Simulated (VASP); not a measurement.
These are PBEsol GGA, VASP's PBE PAW potentials (set 64) (plane waves; VASP) values and carry that method's errors.

VASP ran on this input.

INCAR:
```
! general
SYSTEM =Sn6C2
PREC   =Accurate
ENCUT  =520
LREAL  =.FALSE.
LASPH  =.TRUE.

! electronic loop
EDIFF  =1E-7
NELM   =100
ALGO   =Normal
LMAXMIX=4

! smearing
ISMEAR =-5

! functional
GGA    =PS

! ions
ISIF   =2

! output
LWAVE  =.FALSE.
LCHARG =.TRUE.
LORBIT =11
NEDOS  =601

! other
LEFG   =.TRUE.
```

**POSCAR**
```
Sn6C2
1
    6.0908209438     0.2700448328     0.2700448328
    0.2700448328     6.0908209438     0.2700448328
    0.2700448328     0.2700448328     6.0908209438
Sn C
6 2
Direct
  0.0414422919   0.9787125688   0.9787125688
  0.2085577081   0.2712874312   0.2712874312
  0.4787125688   0.5414422919   0.9787125688
  0.7712874312   0.7085577081   0.2712874312
  0.4787125688   0.9787125688   0.5414422919
  0.7712874312   0.2712874312   0.7085577081
  0.9444516437   0.4444516437   0.4444516437
  0.3055483563   0.8055483563   0.8055483563
```

**KPOINTS**
```
K-points
0
Gamma
  6 6 6
```

POTCAR, in this order: Sn_d C (PBE.64 set). Program: vasp_std.

The resulting files:

File OSZICAR:
```
       N       E                     dE             d eps       ncg     rms          rms(c)
DAV:   1     0.105379481382E+04    0.10538E+04   -0.43990E+04  3722   0.241E+03
DAV:   2     0.139245788511E+03   -0.91455E+03   -0.89500E+03  3520   0.677E+02
DAV:   3    -0.295573550451E+02   -0.16880E+03   -0.16492E+03  3899   0.232E+02
DAV:   4    -0.433928514933E+02   -0.13835E+02   -0.13674E+02  4257   0.670E+01
DAV:   5    -0.438284046331E+02   -0.43555E+00   -0.43347E+00  4280   0.123E+01    0.125E+01
DAV:   6    -0.391235055756E+02    0.47049E+01   -0.41640E+01  4915   0.220E+01    0.665E+00
DAV:   7    -0.388935005835E+02    0.23000E+00   -0.62799E+00  3790   0.884E+00    0.395E+00
DAV:   8    -0.388692829589E+02    0.24218E-01   -0.23981E+00  4894   0.403E+00    0.161E+00
DAV:   9    -0.388030070926E+02    0.66276E-01   -0.81320E-01  4387   0.305E+00    0.468E-01
DAV:  10    -0.388025859887E+02    0.42110E-03   -0.10025E-01  4244   0.153E+00    0.255E-01
DAV:  11    -0.388031872177E+02   -0.60123E-03   -0.12072E-02  4607   0.432E-01    0.200E-01
DAV:  12    -0.388030091443E+02    0.17807E-03   -0.65312E-03  5348   0.217E-01    0.770E-02
DAV:  13    -0.388029502704E+02    0.58874E-04   -0.40236E-04  4456   0.103E-01    0.389E-02
DAV:  14    -0.388029474425E+02    0.28279E-05   -0.42515E-05  4289   0.372E-02    0.240E-02
DAV:  15    -0.388029399189E+02    0.75236E-05   -0.11642E-05  4401   0.132E-02    0.111E-02
DAV:  16    -0.388029348914E+02    0.50275E-05   -0.77201E-06  4561   0.100E-02    0.331E-03
DAV:  17    -0.388029342261E+02    0.66529E-06   -0.14163E-06  3145   0.445E-03    0.163E-03
DAV:  18    -0.388029327453E+02    0.14808E-05   -0.77641E-07  3539   0.296E-03    0.948E-04
DAV:  19    -0.388029329697E+02   -0.22435E-06   -0.88825E-08  2272   0.183E-03    0.227E-04
DAV:  20    -0.388029328758E+02    0.93893E-07   -0.18993E-08  2194   0.875E-04
   1 F= -.38802933E+02 E0= -.38802933E+02  d E =0.000000E+00
```

**OUTCAR**
```
------------------------ aborting loop because EDIFF is reached ----------------------------------------
  FORCE on cell =-STRESS in cart. coord.  units (eV):
  Direction    XX          YY          ZZ          XY          YZ          ZX
  --------------------------------------------------------------------------------------
  Total       -0.1204340     -0.1204340     -0.1204340     -0.0007047     -0.0007047     -0.0007047
  in kB       -0.8588648     -0.8588648     -0.8588648     -0.0050252     -0.0050252     -0.0050252
  external PRESSURE =      -0.8588648 kB  Pullay stress =       0.0000000 kB
  volume of cell :      224.66
      direct lattice vectors                 reciprocal lattice vectors
     6.090820944  0.270044833  0.270044833     0.164801881 -0.006996516 -0.006996516
     0.270044833  6.090820944  0.270044833    -0.006996516  0.164801881 -0.006996516
     0.270044833  0.270044833  6.090820944    -0.006996516 -0.006996516  0.164801881
 POSITION                                       TOTAL-FORCE (eV/Angst)
 -----------------------------------------------------------------------------------
      0.78101      6.23665      6.23665        -0.002010      0.038082      0.038082
      1.41681      1.78194      1.78194         0.002010     -0.038082     -0.038082
      3.32626      3.69140      6.23665         0.038082     -0.002010      0.038082
      4.96238      4.59724      2.05199        -0.038082      0.002010     -0.038082
      3.32626      6.23665      3.69140         0.038082      0.038082     -0.002010
      4.96238      2.05199      4.59724        -0.038082     -0.038082      0.002010
      5.99253      3.08214      3.08214         0.028989      0.028989      0.028989
      2.29611      5.20650      5.20650        -0.028989     -0.028989     -0.028989
 -----------------------------------------------------------------------------------
    total drift:                               -0.000000     -0.000000     -0.000000
  FREE ENERGIE OF THE ION-ELECTRON SYSTEM (eV)
  ---------------------------------------------------
  free  energy   TOTEN  =       -38.8029328758 eV

  energy  without entropy=      -38.8029328758  energy(sigma->0) =      -38.80293288

 total charge

# of ion       s       p       d       tot
------------------------------------------
    1        1.150   1.224  10.010  12.383
    2        1.150   1.224  10.010  12.383
    3        1.150   1.224  10.010  12.383
    4        1.150   1.224  10.010  12.383
    5        1.150   1.224  10.010  12.383
    6        1.150   1.224  10.010  12.383
    7        0.875   1.407   0.000   2.282
    8        0.875   1.407   0.000   2.282
--------------------------------------------------
tot          8.649  10.157  60.060  78.865
```
(Selected blocks of OUTCAR.)

### OUTCAR
```
 val. band max:        4.8874097593   @ k =  -0.3333   0.5000   0.3333

 cond. band min:       4.7991403348   @ k =   0.5000   0.5000   0.3333


 Fermi energy:         4.8249563356

 k-point     1 :       0.0000    0.0000    0.0000
  band No.  band energies     occupation
      1     -16.3648      2.00000
      2     -16.3648      2.00000
      3     -16.3614      2.00000
      4     -16.3532      2.00000
      5     -16.3495      2.00000
      6     -16.3072      2.00000
      7     -16.3072      2.00000
      8     -16.2768      2.00000
      9     -16.2477      2.00000
     10     -16.2477      2.00000
     11     -16.1881      2.00000
     12     -16.1881      2.00000
     13     -16.1441      2.00000
     14     -16.1441      2.00000
     15     -16.1330      2.00000
     16     -16.1330      2.00000
     17     -16.1299      2.00000
     18     -16.1047      2.00000
     19     -16.1045      2.00000
     20     -16.0995      2.00000
     21     -16.0995      2.00000
     22     -16.0828      2.00000
     23     -16.0390      2.00000
     24     -16.0390      2.00000
     25     -16.0205      2.00000
     26     -16.0205      2.00000
     27     -15.9817      2.00000
     28     -15.9329      2.00000
     29     -15.9329      2.00000
     30     -15.8879      2.00000
     31      -6.8959      2.00000
     32      -5.7913      2.00000
     33      -2.4929      2.00000
     34      -2.4929      2.00000
     35      -2.3725      2.00000
     36      -2.2221      2.00000
     37      -2.2221      2.00000
     38       1.8280      2.00000
     39       1.8280      2.00000
     40       2.4990      2.00000
     41       2.4990      2.00000
     42       2.7487      2.00000
     43       3.6635      2.00000
     44       3.6804      2.00000
     45       4.7587      2.00000
     46       4.7587      2.00000
     47       5.2782      0.00000
     48       6.3213      0.00000
     49       6.5738      0.00000
     50       6.5738      0.00000
     51       6.5870      0.00000
...
```

For a metal the tetrahedron method with Blöchl corrections gives inexact stress and forces. Unless said otherwise, spin-orbit coupling is left out, though it shifts the bands of the heavy elements here.

The structure was generated: Sn6C2 was put into an ordered model structure (R-3m), which need not be its known phase. It was relaxed first, which changed the volume by +18 %.
